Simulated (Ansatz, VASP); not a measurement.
# Cross-check of WS2 between VASP and Ansatz

Aim: how closely do two programs agree when they are given the same cell, functional and k mesh? The structure shown is the start of the Ansatz relaxation below; VASP solves that cell, so the two are compared at the walk's first step.

Calculated with Ansatz 0.2.0; plane waves, with VASP 6.6.1 beside it; single point at LDA.

## 1. Set-up

The cell holds 3 atoms: 1 W and 2 S. Its edges and angles: a = 3.170 Å, b = 3.170 Å, c = 30.000 Å, α = 90.0°, β = 90.0°, γ = 120.0°. Vacuum lies along c. The height across the vacuum is the one that the program set for its solve, not the one typed.

Structure file:

```cif
data_structure
_symmetry_space_group_name_H-M 'P 1'
_symmetry_Int_Tables_number 1
_cell_length_a 3.1700
_cell_length_b 3.1700
_cell_length_c 30.0000
_cell_angle_alpha 90.000
_cell_angle_beta 90.000
_cell_angle_gamma 120.000
_cell_volume 261.08
loop_
_atom_site_label
_atom_site_type_symbol
_atom_site_fract_x
_atom_site_fract_y
_atom_site_fract_z
_atom_site_occupancy
W1 W 0.33333 0.66667 0.26833 1
S2 S 0.66667 0.33333 0.32000 1
S3 S 0.66667 0.33333 0.21667 1
```

## 2. Ansatz: relaxation, LDA

Ansatz runs on its NC files.

The two programs are compared at the cell with which this relaxation starts, whose forces are those of its first step.

input.yaml

```yaml
crystal:
  lattice:
    - [3.17, 0.0, 0.0]
    - [-1.585, 2.7453, 0.0]
    - [0.0, 0.0, 16.1]
  atoms:
    - { symbol: W, position: [0.333333, 0.666667, 0.5] }
    - { symbol: S, position: [0.666667, 0.333333, 0.596273] }
    - { symbol: S, position: [0.666667, 0.333333, 0.403727] }
  periodic: [true, true, false]
kpoints:
  mp_grid: { grid: [9, 9, 1] }
hamiltonian:
  xc: lda
  pseudopotentials: { kind: nc, accuracy: standard }
scf:
  occupations: { method: gaussian, width: 0.02 }
output:
  forces: true
  stress: true
  eigenvalues: true
basis:
  ecutwfc: 789.13
relax:
  adjacent_minimum: "off"
  f_tol: 0.003
  max_steps: 80
  cell: { stress_2d_tol: 0.02 }
```

The run is started by

```console
> ansatz run input.yaml --threads 8 --pin off --max-ram 16384MiB --backend cpu --events-out ev --progress --plain --runs-dir out
```

Numbers of over 12 decimals in the logs are rounded to 6 here.

The program printed:

```text
Warning: crystal.periodic: the lattice vector that does not repeat stood 0.000° off the slab's normal, 16.100 Å along it as the deck builds it. The run solves the slab on a vector along the normal, 30.000 Å long, with every atom where it was (on the deck's vector they left 13.00 Å outside them, and the widest stretch free of ions among them is 1.55 Å). A fractional position that the run reports is one of the run's ce [...]
Warning: the atoms were moved onto the symmetric positions of the space group found under crystal.symmetry.tolerance 1.0e-5 (fractional; no operation is sought that the atoms, as they stand in a round, miss by more than twice it, and no atom is moved by as much as it), and the run uses the moved positions. Before a round's move an operation carried an atom to 4.23e-6 Å from where it should land, the largest such dist [...]
[...]
SCF 4 converged in 5 iterations: F = -2670.508302 eV  dr2 = 2.32e-9
relax step   4: F+E_penalty+E_count = -2670.50830156 eV  Δ(F+E_penalty+E_count) = -6.136e-5 eV  max|allowed force component| = 5.089e-4 eV/Å  Δτ_max = 0.0011 Å  P = -0.003 N/m  Ω = 253.646 Å³  energy of the carried Pulay correction = +2.477e-3 eV  fix = [c, alpha, beta]  reactions: c -0.000 N/m  (5 SCF iters, dr2 threshold 1.53e-8 eV, accepted)
[...]
relax step   5: F+E_penalty+E_count = -2670.50619761 eV  Δ(F+E_penalty+E_count) = +2.104e-3 eV  max|allowed force component| = 3.963e-4 eV/Å  Δτ_max = 0.0000 Å  P = -0.050 N/m  Ω = 253.646 Å³  fix = [c, alpha, beta]  reactions: c -0.000 N/m  stress off target by 4.98e-2 N/m on what of the cell is left free  SCF on the basis re-selected at this cell (its energy is not comparable with the rows above)  (7 SCF iters)
[...]
relax step   6: F+E_penalty+E_count = -2670.50624544 eV  Δ(F+E_penalty+E_count) = -4.782e-5 eV  max|allowed force component| = 2.058e-5 eV/Å  Δτ_max = 0.0003 Å  P = -0.002 N/m  Ω = 253.525 Å³  energy of the carried Pulay correction = +4.133e-5 eV  fix = [c, alpha, beta]  reactions: c -0.000 N/m  (5 SCF iters, dr2 threshold 3.61e-9 eV, accepted)
[...]
relax step   7: F+E_penalty+E_count = -2670.50618949 eV  Δ(F+E_penalty+E_count) = +5.595e-5 eV  max|allowed force component| = 1.585e-5 eV/Å  Δτ_max = 0.0000 Å  P = -0.003 N/m  Ω = 253.525 Å³  fix = [c, alpha, beta]  reactions: c -0.000 N/m  stress off target by 3.02e-3 N/m on what of the cell is left free  SCF on the basis re-selected at this cell (its energy is not comparable with the rows above)  (8 SCF iters)
basis re-selected at this cell: Δ(F+E_penalty+E_count) = +5.595e-5 eV, ΔP = -0.001 N/m vs the last step (what re-selecting the basis moved, of the pressure what is left beyond the Pulay correction that the steps carried, after the strain that the cell walked since its last selection, with what the two solves' SCF thresholds leave and, on support functions, any second-order correction that the steps lacked; it is no m [...]
SCF converged after 8 iterations
Free energy (F): -2670.506189 eV
Harris-Foulkes:  -2670.506189 eV  (|F-HF|=1.09e-11)
Internal energy: -2670.506189 eV  (E = F + TS)
E sigma→0 (E₀):  -2670.506189 eV
Fermi energy:    -4.941157 eV
--- Per-component energies (eV) ---
  E_band       = -628.677651
  E_kinetic    = 768.107379
  E_local      = -46089.669484  (includes V_loc(G=0)·N_el)
  E_nonlocal   = 429.531057
  E_hartree    = 22371.214813
  E_xc         = -622.416547
  E_vxc        = -479.076291  (∫ρ·V_xc dr)
  E_ewald      = 20472.726594
  E_smearing   = -0.000000  (= −TS)
  E_closure    = -0.000000  (closes the sum)
  Σ components = -2670.506189   (vs F -2670.506189, Δ=0.00e0)
--- Forces (eV/Å), atoms counted from 1 ---
  atom   1  W     -0.00000000     0.00000000    -0.00000000
  atom   2  S      0.00000000     0.00000000    -0.00001585
  atom   3  S      0.00000000    -0.00000000     0.00001585
  max |Σ_I F_I| component: 7.68e-16 eV/Å
--- 2D stress c σ (N/m, compression-positive) ---
       -0.003022      -0.000000      -0.000000
       -0.000000      -0.003022       0.000000
        0.000000       0.000000       0.000000
  P = ½ c Tr σ = -0.0030 N/m
--- Band table (eV; the first three rows and the last of 12) ---
  k-point 0: bands = ["-79.8184", "-44.1106", "-43.8852", "-43.8852", "-20.8875", "-19.1368", "-12.4966", "-8.8134", "-8.8134", "-8.1455", "-7.4988", "-7.4988", "-6.0956", "-2.8814", "-2.8814", "-2.6877", "-2.6877"]
  k-point 1: bands = ["-79.8158", "-44.1015", "-43.9346", "-43.8966", "-20.6675", "-19.0580", "-12.2406", "-9.3328", "-8.7599", "-8.5958", "-7.8251", "-7.2619", "-6.1841", "-3.2117", "-3.0379", "-2.8799", "-2.4961"]
  k-point 2: bands = ["-79.8092", "-44.0786", "-44.0580", "-43.9253", "-20.0665", "-18.8443", "-11.6696", "-10.3020", "-9.6987", "-8.4756", "-8.0391", "-7.4656", "-6.6889", "-3.6395", "-3.1925", "-2.7971", "-1.7657"]
  k-point 11: bands = ["-79.7935", "-44.1923", "-44.1514", "-44.0232", "-18.1790", "-18.1462", "-11.9527", "-11.4608", "-10.5663", "-9.8128", "-9.2507", "-8.3265", "-5.9362", "-3.9461", "-2.6404", "-1.6879", "-0.0328"]
--- Relaxed structure (5 steps of the walk, 5 accepted, 2 SCFs on fresh bases) ---
  F+E_penalty+E_count = -2670.50618949 eV   max|allowed force component| = 1.585e-5 eV/Å   (the final SCF, on the basis selected at the relaxed cell)
  cell:  # Å, volume = 253.5245 Å³
    - [3.123807, 0.0, 0.0]
    - [-1.561903, 2.705296, 0.0]
    - [0.0, 0.0, 29.999981]
  atoms:
    - { symbol: W, position: [0.333333, 0.666667, 0.268334] }
    - { symbol: S, position: [0.666667, 0.333333, 0.320322] }
    - { symbol: S, position: [0.666667, 0.333333, 0.216345] }
```

The column dr2 measures how far the density is from self-consistency, as an energy; F and HF (Harris–Foulkes) agree once it is small.

## 3. VASP: single point, LDA, start cell

The same cell, functional (in two slightly different forms), mesh and smearing now go to VASP, with its own data sets.

Lines of VASP's logs that name or quote its potential files are left out, and so is its time.

INCAR

```
SYSTEM = WS2
PREC = Accurate
ENCUT = 520
EDIFF = 1E-06
NELM = 120
ISMEAR = 0
SIGMA = 0.02
LREAL = .FALSE.
ALGO = Normal
GGA = CA
NBANDS = 15
LASPH = .TRUE.
LORBIT = 11
LWAVE = .FALSE.
LCHARG = .FALSE.
ISIF = 2
LDIPOL = .TRUE.
IDIPOL = 3
DIPOL = 0.5 0.5 0.268
LVHAR = .TRUE.
GGA_COMPAT = .FALSE.
EFERMI = MIDGAP
NELMDL = -8
KPAR = 2
```

POSCAR

```
WS2
1.0
    3.1700000000      0.0000000000      0.0000000000
   -1.5850000000      2.7453000000      0.0000000000
    0.0000000000      0.0000000000     29.9999810000
W S
1 2
Direct
    0.3333333333      0.6666666667      0.2683335033
    0.6666666667      0.3333333333      0.3200000360
    0.6666666667      0.3333333333      0.2166669706
```

KPOINTS

```
Automatic mesh
0
Gamma
9 9 1
0 0 0
```

Potentials, in the order of the species: W and S (LDA family, release 64).

The run is started by

```console
> mpirun -np 2 vasp_std
```

The program printed:

```text
[banner, memory and clock lines left out]
running    2 mpi-ranks, on    1 nodes
 distrk:  each k-point on    1 cores,    2 groups
 distr:  one band on    1 cores,    1 groups

 POSCAR found type information on POSCAR W S
 POSCAR found :  2 types and       3 ions
 LDA part: xc-table for (Slater(with rela. corr.)+CA(PZ))
 , standard interpolation
 POSCAR, INCAR and KPOINTS ok, starting setup
 FFT: planning ... GRIDC
 FFT: planning ... GRID_SOFT
 FFT: planning ... GRID
 WAVECAR not read
 entering main loop
       N       E                     dE             d eps       ncg     rms          rms(c)
DAV:   1     0.138189527958E+03    0.13819E+03   -0.56555E+03   360   0.844E+02
DAV:   2    -0.911353756126E+01   -0.14730E+03   -0.13589E+03   592   0.157E+02
DAV:   3    -0.272307299694E+02   -0.18117E+02   -0.17993E+02   493   0.714E+01
DAV:   4    -0.276306092925E+02   -0.39988E+00   -0.39714E+00   487   0.131E+01
DAV:   5    -0.276403472653E+02   -0.97380E-02   -0.97326E-02   458   0.201E+00
DAV:   6    -0.276407905621E+02   -0.44330E-03   -0.44329E-03   512   0.442E-01
DAV:   7    -0.276408029639E+02   -0.12402E-04   -0.12401E-04   522   0.633E-02
DAV:   8    -0.276408035951E+02   -0.63122E-06   -0.63114E-06   439   0.139E-02    0.282E+01
DAV:   9    -0.264436008290E+02    0.11972E+01   -0.32136E+00   492   0.124E+01    0.121E+01
DAV:  10    -0.262927755631E+02    0.15083E+00   -0.10495E+00   465   0.803E+00    0.587E+00
DAV:  11    -0.262141501027E+02    0.78625E-01   -0.15338E-01   444   0.343E+00    0.824E-01
DAV:  12    -0.262134417660E+02    0.70834E-03   -0.27840E-02   507   0.115E+00    0.446E-01
DAV:  13    -0.262120549661E+02    0.13868E-02   -0.66597E-03   465   0.557E-01    0.156E-01
DAV:  14    -0.262121342491E+02   -0.79283E-04   -0.51414E-04   472   0.189E-01    0.439E-02
[...]
DAV:  19    -0.262128751790E+02   -0.97054E-04   -0.64987E-06   430   0.896E-03    0.297E-03
DAV:  20    -0.262128870820E+02   -0.11903E-04   -0.19404E-07   425   0.206E-03    0.142E-03
DAV:  21    -0.262129134476E+02   -0.26366E-04   -0.12119E-06   374   0.320E-03    0.896E-04
DAV:  22    -0.262129161967E+02   -0.27491E-05   -0.19170E-07   397   0.133E-03    0.604E-04
DAV:  23    -0.262129229374E+02   -0.67408E-05   -0.22326E-07   370   0.128E-03    0.332E-04
DAV:  24    -0.262129248035E+02   -0.18661E-05   -0.48123E-08   390   0.770E-04    0.197E-04
DAV:  25    -0.262129262823E+02   -0.14787E-05   -0.32358E-08   362   0.547E-04    0.209E-04
DAV:  26    -0.262129268300E+02   -0.54775E-06   -0.10635E-08   355   0.328E-04
   1 F= -.26212927E+02 E0= -.26212927E+02  d E =0.000000E+00
```

Parts of OUTCAR (step 3):

```text
ion  position               nearest neighbor table
   1  0.333  0.667  0.268-   3 2.40   2 2.40   3 2.40   2 2.40   3 2.40   2 2.40
   2  0.667  0.333  0.320-   1 2.40   1 2.40   1 2.40
   3  0.667  0.333  0.217-   1 2.40   1 2.40   1 2.40

  LATTYP: Found a hexagonal cell.
 ALAT       =     3.1700000000
 C/A-ratio  =     9.4637164038

 Subroutine GETGRP returns: Found 12 space group operations
 (whereof  6 operations were pure point group operations)

The static configuration has the point symmetry C_3v.
 The point group associated with its full space group is D_3h.

 Found     12 irreducible k-points:

   k-points           NKPTS =     12   k-points in BZ     NKDIM =     12   number of bands    NBANDS=     15

   dimension x,y,z NGX =    24 NGY =   24 NGZ =  224
   dimension x,y,z NGXF=    48 NGYF=   48 NGZF=  448

   ENCUT  =  520.0 eV  38.22 Ry    6.18 a.u.   5.89  5.89 55.78*2*pi/ulx,y,z

   NELECT =      18.0000    total number of electrons

 k-points in reciprocal lattice and weights: Automatic mesh
   0.00000000  0.00000000  0.00000000       0.012
   0.11111111  0.00000000  0.00000000       0.074
   0.22222222 -0.00000000  0.00000000       0.074
   0.33333333  0.00000000  0.00000000       0.074
   0.44444444 -0.00000000  0.00000000       0.074
   0.11111111  0.11111111  0.00000000       0.074
   0.22222222  0.11111111  0.00000000       0.148
   0.33333333  0.11111111  0.00000000       0.148
   0.44444444  0.11111111  0.00000000       0.074
   0.22222222  0.22222222  0.00000000       0.074
   0.33333333  0.22222222  0.00000000       0.148
   0.33333333  0.33333333  0.00000000       0.025

 dipolmoment           0.000000      0.000000      0.000001 electrons x Angstroem

 average (electrostatic) potential at core
       1 -49.5458       2 -95.4145       3 -95.4145

 E-fermi :  -2.7279

 k-point     1 :       0.0000    0.0000    0.0000
  band No.  band energies     occupation
    ...
      5      -6.5541      2.00000
      6      -5.6572      2.00000
      7      -5.2722      2.00000
      8      -5.2722      2.00000
      9      -3.6271      2.00000
     10      -0.6730      0.00000
     11      -0.6730      0.00000
     12      -0.4496      0.00000
     13      -0.4496      0.00000
     14       1.5168      0.00000
    ...

 k-point     2 :       0.1111    0.0000    0.0000
  band No.  band energies     occupation
    ...
      5      -6.3486      2.00000
      6      -6.3433      2.00000
      7      -5.5797      2.00000
      8      -4.9312      2.00000
      9      -3.7443      2.00000
     10      -0.9132      0.00000
     11      -0.8244      0.00000
     12      -0.6346      0.00000
     13      -0.3031      0.00000
     14       2.0466      0.00000
    ...

 k-point     3 :       0.2222   -0.0000    0.0000
  band No.  band energies     occupation
    ...
      5      -7.2697      2.00000
      6      -6.1976      2.00000
      7      -5.8181      2.00000
      8      -5.0745      2.00000
      9      -4.2896      2.00000
     10      -1.2714      0.00000
     11      -0.9521      0.00000
     12      -0.5784      0.00000
     13       0.4133      0.00000
     14       2.7520      0.00000
    ...

  Total       -1.6275767     -1.6275760     -0.4165164      0.0000000      0.0000000      0.0000000
  in kB       -9.9880794     -9.9880756     -2.5560694      0.0000000      0.0000000      0.0000000
  external PRESSURE =      -7.5107415 kB  Pullay stress =       0.0000000 kB

  energy-cutoff  :      520.00
  volume of cell :      261.08
      direct lattice vectors                 reciprocal lattice vectors
     3.170000000  0.000000000  0.000000000     0.315457413  0.182129458  0.000000000
    -1.585000000  2.745300000  0.000000000     0.000000000  0.364258915  0.000000000
     0.000000000  0.000000000 29.999981000     0.000000000  0.000000000  0.033333354

 POSITION                                       TOTAL-FORCE (eV/Angst)
 -----------------------------------------------------------------------------------
     -0.00000      1.83020      8.05000         0.000000      0.000000      0.000000
      1.58500      0.91510      9.59999         0.000000      0.000000     -0.126174
      1.58500      0.91510      6.50001        -0.000000     -0.000000      0.126174
 -----------------------------------------------------------------------------------
    total drift:                               -0.000000      0.000003      0.000033

  FREE ENERGIE OF THE ION-ELECTRON SYSTEM (eV)
  ---------------------------------------------------
  free  energy   TOTEN  =       -26.2129268300 eV

  energy  without entropy=      -26.2129268300  energy(sigma->0) =      -26.21292683

 vacuum level on the upper side and lower side of the slab         2.365         2.365

 total charge
# of ion       s       p       d       tot
------------------------------------------
    1        0.569   0.717   4.300   5.586
    2        1.356   2.358   0.000   3.714
    3        1.356   2.358   0.000   3.714
--------------------------------------------------
tot          3.282   5.433   4.300  13.014

[... 3 further parts left out ...]
```

This run has no spin polarisation, so a moment on W, if there is one, isn't seen. The data set W keeps the semicore shell frozen, which is cheaper and a little less accurate.

## 4. Comparison

Known differences besides the potentials themselves: the two LDA forms differ slightly; Ansatz cuts the interaction across the vacuum, VASP repeats the sheet with a dipole correction; the data sets hold 26 valence electrons in Ansatz (on its NC files) and 18 in VASP; the cutoff is 789.13 eV in Ansatz and 520 eV in VASP; VASP's log shows a relativistic correction to its local exchange, Ansatz's none. Total energies have different zeros and are not compared.

Forces (eV/Å; atoms numbered as in POSCAR):

| atom | Ansatz x, y, z | VASP x, y, z |
| --- | --- | --- |
| W1 | 0.000, 0.000, 0.000 | 0.000, 0.000, 0.000 |
| S2 | 0.000, 0.000, -0.147 | 0.000, 0.000, -0.126 |
| S3 | 0.000, 0.000, 0.147 | 0.000, 0.000, 0.126 |

The forces differ by 10.0 meV/Å r.m.s., which is 16.8 % of the r.m.s. force of 0.059 eV/Å (both taken over all components). With vacuum in the cell, a pressure given here is an average over mostly empty space and none of the material.

## 5. Outcome

```json
{
  "r.m.s. force difference (single point, LDA, start cell)": "10.0 meV/Å"
}
```

What this shows: The r.m.s. force difference is 10.0 meV/Å (single point, LDA, start cell), within the 12 meV/Å picked in this series as the mark of a large difference. The data sets hold unlike numbers of valence electrons (26 in Ansatz and 18 in VASP), so part of the differences comes from the potentials. 1 further run of this series is not shown here. How closely two codes agree says nothing of how well the functional describes the real material.

[Lines on the potential files, build, host, timing and source positions are cut from VASP's logs without a mark.]

[Logs are printed without paths, hosts, clocks, repeated set-up lines and the standing remarks that a program may print on its own settings, such as how far it seeks lower states.]

[Hosts, paths, dates, database ids (printed as entryN), source tags and the programs' standing remarks are cut or masked in the printed files.]
